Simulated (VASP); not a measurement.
Calculation: PBEsol GGA, VASP's PBE PAW potentials (set 64) (plane waves; VASP).

VASP input:

File POSCAR:
```
Pd(100) slab
1
    2.7396218003     0.0000000000     0.0000000000
    0.0000000000     2.7396218003     0.0000000000
    0.0000000000     0.0000000000    26.5631200736
Pd
6
Direct
  0.0000000000   0.5000000000   0.3195278087
  0.5000000000   0.0000000000   0.3912723284
  0.0000000000   0.5000000000   0.4636348339
  0.5000000000   0.0000000000   0.5363651661
  0.0000000000   0.5000000000   0.6087276716
  0.5000000000   0.0000000000   0.6804721913
```

### KPOINTS
```
Automatic mesh
0
gamma
10 10 1
```

INCAR:
```
SYSTEM=Pd(100) slab
PREC=Normal; ENCUT=400; LREAL=.FALSE.
LASPH=.TRUE.
EDIFF=1E-6; NELM=100; NELMIN=4
ALGO=Normal; LMAXMIX=4
ISMEAR=1; SIGMA=0.1
GGA=PS
LWAVE=.FALSE.; LCHARG=.FALSE.; LORBIT=11
LVHAR=.TRUE.
DIPOL=0.5 0.5 0.5
LDIPOL=.TRUE.; IDIPOL=3
```

POTCAR, in this order: Pd (PBE.64 set). Program: vasp_std. Read from the step before: WAVECAR.

Q: Estimate the energy per atom (σ→0), band gap (on the k-mesh).

A: 
```
Property                                                     Value
------------------------  ----------------------------------------
energy per atom (σ→0)                               -5.665 eV/atom
band gap (on the k-mesh)  none (metal, semimetal or under 0.01 eV)
```

### OSZICAR
```
       N       E                     dE             d eps       ncg     rms          rms(c)
DAV:   1    -0.339927568817E+02   -0.33993E+02   -0.60942E-03  1700   0.500E-01    0.402E-01
DAV:   2    -0.340693775806E+02   -0.76621E-01   -0.41348E-01  1748   0.420E+00    0.299E+00
DAV:   3    -0.339911493851E+02    0.78228E-01   -0.32283E-01  1864   0.379E+00    0.118E-01
DAV:   4    -0.339913686347E+02   -0.21925E-03   -0.28840E-03  1564   0.367E-01    0.612E-02
DAV:   5    -0.339913482832E+02    0.20351E-04   -0.17593E-04  1640   0.124E-01    0.202E-02
DAV:   6    -0.339913482719E+02    0.11380E-07   -0.69784E-06  1628   0.151E-02
   1 F= -.33991348E+02 E0= -.33992082E+02  d E =0.220109E-02
```

The cell is a thin slab with vacuum, built from Pd (fcc): (100) face.
